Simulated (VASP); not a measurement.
# ZnCu with r2SCAN: from relaxation to properties

Wanted: the relaxed cell of ZnCu and its properties. The steps: full relaxation (r2SCAN), second relaxation, density, ELF and potential (r2SCAN), bands along the symmetry lines (r2SCAN), density of states (r2SCAN), volume scan with r2SCAN, fit for r2SCAN and independent-particle dielectric function (r2SCAN). The start is a cell from a database of measured crystal structures.

Main program and level: VASP 6.6.1; r2SCAN; plane waves and PAW (Zn, Cu).

## 1. The starting structure

Before any relaxation, the start is as follows. Symmetry: Pm-3m, No. 221, cubic system. The conventional cell has a = 2.945 Å, b = 2.945 Å, c = 2.945 Å, α = 90.00°, β = 90.00°, γ = 90.00°. Nearest to Zn lie 8 Cu at 2.55 Å. Nearest to Cu lie 8 Zn at 2.55 Å. Farther neighbours are not listed.

Coordinates:

```xyz
2
Lattice="2.9450 0.0000 0.0000 0.0000 2.9450 0.0000 0.0000 0.0000 2.9450" Properties=species:S:1:pos:R:3 pbc="T T T"
Zn    1.4725    1.4725    1.4725
Cu    0.0000    0.0000    0.0000
```

## 2. Full relaxation (r2SCAN)

The start need not lie at this functional's minimum. ISIF = 3 frees volume, shape and positions, and EDIFFG sets the threshold on forces and stress at which the search stops. r2SCAN adds the kinetic-energy density, costs more than a GGA and is run with LASPH.

INCAR

```
SYSTEM = ZnCu
PREC = Accurate
ENCUT = 400
EDIFF = 1E-06
NELM = 100
ISMEAR = 1
SIGMA = 0.2
LREAL = .FALSE.
ALGO = Normal
METAGGA = R2SCAN
LASPH = .TRUE.
NBANDS = 17
LORBIT = 11
LWAVE = .FALSE.
LCHARG = .FALSE.
KPAR = 2
IBRION = 2
NSW = 60
ISIF = 3
EDIFFG = -0.01
```

POSCAR

```
ZnCu
1.0
    2.9450000000      0.0000000000      0.0000000000
    0.0000000000      2.9450000000      0.0000000000
    0.0000000000      0.0000000000      2.9450000000
Zn Cu
1 1
Direct
    0.5000000000      0.5000000000      0.5000000000
    0.0000000000      0.0000000000      0.0000000000
```

KPOINTS

```
Automatic mesh
0
Gamma
8 8 8
0 0 0
```

Potentials, in the order of the species: Zn and Cu (PBE family, release 64).

The run is started by

```console
$ mpirun -np 2 vasp_std
```

The log of the run:

```text
[banner, memory and clock lines left out]
running    2 mpi-ranks, on    1 nodes
 distrk:  each k-point on    1 cores,    2 groups
 distr:  one band on    1 cores,    1 groups

 POSCAR found type information on POSCAR ZnCu
 POSCAR found :  2 types and       2 ions
|                                                                             |
|               ----> ADVICE to this user running VASP <----                  |
|                                                                             |
|     You enforced a specific xc type in the INCAR file but a different       |
|     [... a line on the potential file left out ...]
|     I HOPE YOU KNOW WHAT YOU ARE DOING!                                     |
|                                                                             |

 LDA part: xc-table for (None), standard interpolation
 POSCAR, INCAR and KPOINTS ok, starting setup
 FFT: planning ... GRIDC
 FFT: planning ... GRID_SOFT
 FFT: planning ... GRID
 WAVECAR not read
 entering main loop
       N       E                     dE             d eps       ncg     rms          rms(c)
DAV:   1     0.851217056911E+02    0.85122E+02   -0.10048E+04  1270   0.194E+03
DAV:   2    -0.206958517705E+02   -0.10582E+03   -0.10201E+03  1198   0.283E+02
DAV:   3    -0.239956757414E+02   -0.32998E+01   -0.32531E+01  1373   0.664E+01
DAV:   4    -0.240217612234E+02   -0.26085E-01   -0.26080E-01  1493   0.538E+00
DAV:   5    -0.240221265319E+02   -0.36531E-03   -0.36530E-03  1387   0.633E-01    0.957E+00
DAV:   6    -0.210392360557E+02    0.29829E+01   -0.19718E+01  1233   0.108E+02    0.678E+00
DAV:   7    -0.199214267071E+02    0.11178E+01   -0.34115E+00  1257   0.820E+01    0.260E+00
DAV:   8    -0.199397282929E+02   -0.18302E-01   -0.27462E-01  1583   0.908E+00    0.135E+00
DAV:   9    -0.199423869731E+02   -0.26587E-02   -0.88629E-03  1540   0.134E+00    0.341E-01
DAV:  10    -0.199405921197E+02    0.17949E-02   -0.81449E-03  1285   0.216E+00    0.706E-02
DAV:  11    -0.199407895679E+02   -0.19745E-03   -0.10096E-03  1784   0.542E-01    0.659E-02
DAV:  12    -0.199407131561E+02    0.76412E-04   -0.16754E-04  1422   0.305E-01    0.195E-02
DAV:  13    -0.199407106760E+02    0.24802E-05   -0.21809E-05  1639   0.103E-01    0.420E-03
DAV:  14    -0.199407098884E+02    0.78761E-06   -0.12258E-06   748   0.209E-02
   1 F= -.19940710E+02 E0= -.19940451E+02  d E =-.199407E+02
 curvature:   0.00 expect dE= 0.000E+00 dE for cont linesearch  0.000E+00
 trial: gam= 0.00000 g(F)=  0.000E+00 g(S)=  0.197E-01 ort = 0.000E+00 (trialstep = 0.100E+01)
 search vector abs. value=  0.197E-01
 bond charge predicted
       N       E                     dE             d eps       ncg     rms          rms(c)
DAV:   1    -0.205591287371E+02   -0.61842E+00   -0.68727E+00  1221   0.589E+01    0.626E+00
DAV:   2    -0.202001865136E+02    0.35894E+00   -0.44354E+00  1228   0.541E+01    0.300E+00
DAV:   3    -0.199703164211E+02    0.22987E+00   -0.10478E+00  1231   0.364E+01    0.142E+00
DAV:   4    -0.199524517287E+02    0.17865E-01   -0.47243E-02  1731   0.486E+00    0.573E-01
DAV:   5    -0.199458354149E+02    0.66163E-02   -0.29993E-03  1754   0.900E-01    0.537E-02
DAV:   6    -0.199458411651E+02   -0.57502E-05   -0.33095E-04  1627   0.321E-01    0.293E-02
DAV:   7    -0.199458466251E+02   -0.54600E-05   -0.22724E-05  1903   0.148E-01    0.402E-03
DAV:   8    -0.199458467985E+02   -0.17340E-06   -0.17585E-06   862   0.442E-02
   2 F= -.19945847E+02 E0= -.19945205E+02  d E =-.513691E-02
 trial-energy change:   -0.005137  1 .order   -0.004276   -0.019664    0.011112
 step:   0.6757(harm=  0.6389)  dis= 0.00000  next Energy=   -19.947619 (dE=-0.691E-02)
 bond charge predicted
       N       E                     dE             d eps       ncg     rms          rms(c)
DAV:   1    -0.200097550758E+02   -0.63908E-01   -0.74512E-01  1216   0.202E+01    0.191E+00
DAV:   2    -0.199680369358E+02    0.41718E-01   -0.37912E-01  1229   0.157E+01    0.866E-01
DAV:   3    -0.199511425558E+02    0.16894E-01   -0.99510E-02  1221   0.920E+00    0.533E-01
DAV:   4    -0.199482892280E+02    0.28533E-02   -0.54714E-03  1628   0.203E+00    0.192E-01
DAV:   5    -0.199475751402E+02    0.71409E-03   -0.47343E-04  1837   0.287E-01    0.102E-02
DAV:   6    -0.199475783266E+02   -0.31864E-05   -0.14537E-05  1430   0.520E-02    0.560E-03
DAV:   7    -0.199475799522E+02   -0.16257E-05   -0.15105E-06  1056   0.295E-02    0.978E-04
DAV:   8    -0.199475801501E+02   -0.19786E-06   -0.71448E-07   629   0.148E-02
   3 F= -.19947580E+02 E0= -.19947059E+02  d E =-.687026E-02
 curvature:  -0.32 expect dE=-0.692E-05 dE for cont linesearch -0.692E-05
 trial: gam= 0.00000 g(F)=  0.125E-63 g(S)=  0.219E-04 ort =-0.656E-03 (trialstep = 0.935E+00)
 search vector abs. value=  0.219E-04
 reached required accuracy - stopping structural energy minimisation
```

It took 29 s on 2 MPI ranks of Intel Xeon 6975P-C (Granite Rapids), shared host; peak memory 0.24 GiB.

The logs omit lines about the potential files and the build; timing stands in the text.

From OUTCAR (step 2):

```text
ion  position               nearest neighbor table
   1  0.500  0.500  0.500-   2 2.55   2 2.55   2 2.55   2 2.55   2 2.55   2 2.55   2 2.55   2 2.55

  LATTYP: Found a simple cubic cell.
 ALAT       =     2.9450000000

 Subroutine GETGRP returns: Found 48 space group operations
 (whereof 48 operations were pure point group operations)

The static configuration has the point symmetry O_h .

 Found     35 irreducible k-points:

   k-points           NKPTS =     35   k-points in BZ     NKDIM =     35   number of bands    NBANDS=     17

   dimension x,y,z NGX =    20 NGY =   20 NGZ =   20
   dimension x,y,z NGXF=    40 NGYF=   40 NGZF=   40

   ENCUT  =  400.0 eV  29.40 Ry    5.42 a.u.   4.80  4.80  4.80*2*pi/ulx,y,z

   NELECT =      23.0000    total number of electrons

 k-points in reciprocal lattice and weights: Automatic mesh
   0.00000000  0.00000000  0.00000000       0.002
   0.12500000  0.00000000  0.00000000       0.012
   0.25000000  0.00000000  0.00000000       0.012
   0.37500000  0.00000000  0.00000000       0.012
   0.50000000  0.00000000  0.00000000       0.006
   0.12500000  0.12500000  0.00000000       0.023
   0.25000000  0.12500000  0.00000000       0.047
   0.37500000  0.12500000  0.00000000       0.047
   0.50000000  0.12500000  0.00000000       0.023
[...]
0.50000000  0.50000000  0.37500000       0.012
   0.50000000  0.50000000  0.50000000       0.002

 average (electrostatic) potential at core
       1 -39.5791       2 -71.5777

 E-fermi :   5.3449

 k-point     1 :       0.0000    0.0000    0.0000
  band No.  band energies     occupation
    ...
      7       1.8203      2.00000
      8       1.8203      2.00000
      9       2.7433      2.00000
     10       2.7433      2.00000
     11       2.7433      2.00000
     12      12.3349      0.00000
     13      12.3349      0.00000
     14      12.3349      0.00000
     15      17.2925      0.00000
     16      17.2925      0.00000
    ...

 k-point     2 :       0.1250    0.0000    0.0000
  band No.  band energies     occupation
    ...
      7       1.8026      2.00000
      8       1.8439      2.00000
      9       2.6466      2.00000
     10       2.6466      2.00000
     11       2.7321      2.00000
     12      10.0119      0.00000
     13      12.7869      0.00000
     14      12.7869      0.00000
     15      17.4534      0.00000
     16      18.3789      0.00000
    ...

 k-point     3 :       0.2500    0.0000    0.0000
  band No.  band energies     occupation
    ...
      7       1.7581      2.00000
      8       1.8351      2.00000
      9       2.4306      2.00000
     10       2.4306      2.00000
     11       2.7046      2.00000
     12       6.6983     -0.00000
     13      14.0608      0.00000
     14      14.0608      0.00000
     15      17.9483      0.00000
     16      19.0071      0.00000
    ...

  Total        0.0173929      0.0173929      0.0173929      0.0000000     -0.0000000      0.0000000
  in kB        1.1192949      1.1192949      1.1192949      0.0000000     -0.0000000      0.0000000
  external PRESSURE =       1.1192949 kB  Pullay stress =       0.0000000 kB

  energy-cutoff  :      400.00
  volume of cell :       24.90
      direct lattice vectors                 reciprocal lattice vectors
     2.919977811  0.000000000  0.000000000     0.342468356  0.000000000  0.000000000
    -0.000000000  2.919977811  0.000000000    -0.000000000  0.342468356  0.000000000
    -0.000000000 -0.000000000  2.919977811    -0.000000000 -0.000000000  0.342468356

 POSITION                                       TOTAL-FORCE (eV/Angst)
 -----------------------------------------------------------------------------------
      1.45999      1.45999      1.45999        -0.000000      0.000000      0.000000
      0.00000      0.00000      0.00000         0.000000     -0.000000      0.000000
 -----------------------------------------------------------------------------------
    total drift:                               -0.000000      0.000000     -0.000000

  FREE ENERGIE OF THE ION-ELECTRON SYSTEM (eV)
  ---------------------------------------------------
  free  energy   TOTEN  =       -19.9475801501 eV

  energy  without entropy=      -19.9460163413  energy(sigma->0) =      -19.94705888

 reached required accuracy - stopping structural energy minimisation

 total charge
# of ion       s       p       d       tot
------------------------------------------
    1        0.582   0.548   9.750  10.880
    2        0.444   0.419   9.199  10.062
--------------------------------------------------
tot          1.026   0.968  18.948  20.942

[... 3 further parts left out ...]
```

This run has no spin polarisation. Its electron count is odd, so without a moment it is a metal by construction. The k-mesh is coarse for a metal. The PAW data sets were made with PBE, which is usual practice but a small mismatch for other functionals. The run keeps the 48 symmetry operations of its start, so it cannot find a distortion of lower symmetry.

The steps of the relaxation:

```tsv
step	energy less that of the first step (eV)	largest force (eV/Å)	pressure (GPa)	volume (Å³)
1	0.0000	0.0000	-3.27	25.54
2	-0.0051	0.0000	1.92	24.59
3	-0.0069	0.0000	0.11	24.90
```

```tsv
conventional cell, symmetrised	before	after	change
a (Å)	2.945	2.920	-0.8 %
b (Å)	2.945	2.920	-0.8 %
c (Å)	2.945	2.920	-0.8 %
volume (Å³/atom)	12.77	12.45	-2.5 %
```

The relaxed structure:

```
Zn Cu
1.0
     2.91998    0.00000    0.00000
     0.00000    2.91998    0.00000
     0.00000    0.00000    2.91998
Zn Cu
1 1
Direct
  0.50000 0.50000 0.50000
  0.00000 0.00000 0.00000
```

This step gave:

```
electrons                       : 23
bands                           : 17
irreducible k-points            : 35
symmetry operations             : 48
free energy (TOTEN)             : -19.95 eV
energy at zero smearing         : -19.95 eV
Fermi energy                    : 5.345 eV
pressure                        : 0.1119 GPa
metallic                        : yes
SCF cycles over all ionic steps : 30
```

It ends with forces that vanish by symmetry and a pressure of 0.11 GPa. The volume lies -2.5 % from that of the database's start, which holds the thermal and zero-point expansion of its experiment.

## 3. Second relaxation

A relaxation keeps the plane waves of the cell it began with, so it is repeated from the new cell, on a basis made for it.

INCAR is that of step 2.

POSCAR

```
ZnCu
1.0
    2.9199778113      0.0000000000      0.0000000000
    0.0000000000      2.9199778113      0.0000000000
    0.0000000000      0.0000000000      2.9199778113
Zn Cu
1 1
Direct
    0.5000000000      0.5000000000      0.5000000000
    0.0000000000      0.0000000000      0.0000000000
```

KPOINTS is that of step 2.

The run is started by

```console
$ mpirun -np 2 vasp_std
```

The log of the run:

```text
[banner, memory and clock lines left out]
running    2 mpi-ranks, on    1 nodes
 distrk:  each k-point on    1 cores,    2 groups
 distr:  one band on    1 cores,    1 groups

 POSCAR found type information on POSCAR ZnCu
 POSCAR found :  2 types and       2 ions
 [... a notice as in an earlier step ...]

 LDA part: xc-table for (None), standard interpolation
 POSCAR, INCAR and KPOINTS ok, starting setup
 FFT: planning ... GRIDC
 FFT: planning ... GRID_SOFT
 FFT: planning ... GRID
 WAVECAR not read
 entering main loop
       N       E                     dE             d eps       ncg     rms          rms(c)
DAV:   1     0.865706338473E+02    0.86571E+02   -0.98165E+03  1230   0.194E+03
DAV:   2    -0.204672515607E+02   -0.10704E+03   -0.10351E+03  1198   0.290E+02
DAV:   3    -0.239840847701E+02   -0.35168E+01   -0.35052E+01  1353   0.696E+01
DAV:   4    -0.240107712755E+02   -0.26687E-01   -0.26682E-01  1429   0.544E+00
DAV:   5    -0.240111529162E+02   -0.38164E-03   -0.38163E-03  1383   0.669E-01    0.978E+00
DAV:   6    -0.210149899989E+02    0.29962E+01   -0.19587E+01  1232   0.109E+02    0.668E+00
DAV:   7    -0.199265544498E+02    0.10884E+01   -0.34179E+00  1270   0.836E+01    0.269E+00
DAV:   8    -0.199439819429E+02   -0.17427E-01   -0.26126E-01  1573   0.871E+00    0.140E+00
DAV:   9    -0.199453854391E+02   -0.14035E-02   -0.82041E-03  1557   0.137E+00    0.332E-01
DAV:  10    -0.199436610210E+02    0.17244E-02   -0.81883E-03  1305   0.219E+00    0.671E-02
DAV:  11    -0.199438390315E+02   -0.17801E-03   -0.81529E-04  1744   0.463E-01    0.613E-02
DAV:  12    -0.199437733092E+02    0.65722E-04   -0.14130E-04  1421   0.283E-01    0.186E-02
DAV:  13    -0.199437706171E+02    0.26921E-05   -0.19516E-05  1629   0.100E-01    0.403E-03
DAV:  14    -0.199437699288E+02    0.68834E-06   -0.11589E-06   748   0.202E-02
   1 F= -.19943770E+02 E0= -.19943249E+02  d E =-.199438E+02
 curvature:   0.00 expect dE= 0.000E+00 dE for cont linesearch  0.000E+00
 trial: gam= 0.00000 g(F)=  0.000E+00 g(S)=  0.104E-04 ort = 0.000E+00 (trialstep = 0.100E+01)
 search vector abs. value=  0.104E-04
 reached required accuracy - stopping structural energy minimisation
```

The job ended after 12 s (2 MPI ranks; peak memory 0.23 GiB).

From OUTCAR (step 3):

```text
  LATTYP: Found a simple cubic cell.
 ALAT       =     2.9199778113

The static configuration has the point symmetry O_h .

 Found     35 irreducible k-points:

   ENCUT  =  400.0 eV  29.40 Ry    5.42 a.u.   4.76  4.76  4.76*2*pi/ulx,y,z

   NELECT =      23.0000    total number of electrons

 E-fermi :   5.3453

 k-point     1 :       0.0000    0.0000    0.0000
  band No.  band energies     occupation
    ...
      7       1.8206      2.00000
      8       1.8206      2.00000
      9       2.7435      2.00000
     10       2.7435      2.00000
     11       2.7435      2.00000
     12      12.3347      0.00000
     13      12.3347      0.00000
     14      12.3347      0.00000
     15      17.2931      0.00000
     16      17.2931      0.00000
    ...

 k-point     2 :       0.1250    0.0000    0.0000
  band No.  band energies     occupation
    ...
      7       1.8029      2.00000
      8       1.8443      2.00000
      9       2.6471      2.00000
     10       2.6471      2.00000
     11       2.7324      2.00000
     12      10.0119      0.00000
     13      12.7867      0.00000
     14      12.7867      0.00000
     15      17.4541      0.00000
     16      18.3791      0.00000
    ...

  Total        0.0120045      0.0120045      0.0120045     -0.0000000      0.0000000     -0.0000000
  in kB        0.7725294      0.7725294      0.7725294     -0.0000000      0.0000000     -0.0000000
  external PRESSURE =       0.7725294 kB  Pullay stress =       0.0000000 kB

  energy-cutoff  :      400.00
  volume of cell :       24.90
      direct lattice vectors                 reciprocal lattice vectors
     2.919977811  0.000000000  0.000000000     0.342468356  0.000000000  0.000000000
     0.000000000  2.919977811  0.000000000     0.000000000  0.342468356  0.000000000
     0.000000000  0.000000000  2.919977811     0.000000000  0.000000000  0.342468356

 POSITION                                       TOTAL-FORCE (eV/Angst)
 -----------------------------------------------------------------------------------
      1.45999      1.45999      1.45999         0.000000      0.000000      0.000000
      0.00000      0.00000      0.00000         0.000000      0.000000      0.000000
 -----------------------------------------------------------------------------------
    total drift:                               -0.000000      0.000000     -0.000000

  FREE ENERGIE OF THE ION-ELECTRON SYSTEM (eV)
  ---------------------------------------------------
  free  energy   TOTEN  =       -19.9437699288 eV

  energy  without entropy=      -19.9422067792  energy(sigma->0) =      -19.94324888

 total charge
# of ion       s       p       d       tot
------------------------------------------
    1        0.582   0.548   9.749  10.880
    2        0.444   0.420   9.198  10.062
--------------------------------------------------
tot          1.027   0.968  18.948  20.942

[... 5 parts as in an earlier step ...]

[... 6 further parts left out ...]
```

CONTCAR:

```
ZnCu
   1.00000000000000
     2.9199778112999999    0.0000000000000000    0.0000000000000000
     0.0000000000000000    2.9199778112999999    0.0000000000000000
     0.0000000000000000    0.0000000000000000    2.9199778112999999
  Zn              Cu
     1     1
Direct
     0.5000000000000000    0.5000000000000000    0.5000000000000000
     0.0000000000000000    0.0000000000000000    0.0000000000000000
```

Little changed from the start: no atom moved by 0.005 Å and no cell edge by 0.1 %.

This step gave:

```yaml
free_energy_toten: -19.94 eV
energy_at_zero_smearing: -19.94 eV
pressure: 0.07725 GPa
scf_cycles_over_all_ionic_steps: 14
```

It ends with forces that vanish by symmetry and a pressure of 0.08 GPa. The volume moved by under 0.01 %: the run met its threshold at the first step.

(Part 1 of 4 ends here.)

[Lines on the potential files, build, host, timing and source positions are cut from VASP's logs without a mark.]

[Logs are printed without paths, hosts, clocks, repeated set-up lines and the standing remarks that a program may print on its own settings, such as how far it seeks lower states.]

[Hosts, paths, dates, database ids (printed as entryN), source tags and the programs' standing remarks are cut or masked in the printed files.]

[A measured line is paired with the nearest computed mode of its activity, which favours agreement.]
